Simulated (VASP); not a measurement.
```xyz
3
Lattice="3.6865 0.0000 0.0000 -1.8432 3.1926 0.0000 0.0000 0.0000 20.8859" Properties=species:S:1:pos:R:3 pbc="T T T"
S      1.8432     1.0642     8.8359
S      0.0000     2.1284    12.0500
Zr     0.0000     0.0000    10.4430
```

Level of theory: PBE GGA, VASP's PBE PAW potentials (set 64) (plane waves; VASP 6.6.1). Numerical set-up: PREC = Normal, EDIFF = 1E-5, 400 eV cut-off, 12×12×1 Γ-centred mesh, Gaussian smearing of 0.050 eV, potentials S Zr_sv.

Question: The ions and cell shape at fixed volume are relaxed. What does this cell relax into?

Answer: 
```xyz
3
Lattice="3.6846 0.0000 0.0000 -1.8423 3.1909 0.0000 0.0000 0.0000 20.9074" Properties=species:S:1:pos:R:3 pbc="T T T"
S      1.8423     1.0636     9.0038
S      0.0000     2.1273    11.9036
Zr     0.0000     0.0000    10.4537
```

Question: How much energy does the relaxation gain?

Answer: The energy (σ→0) changes by -86.5 meV/atom, in 8 ionic steps.

The cell is a sheet with vacuum, built from ZrS2 (1T layered).
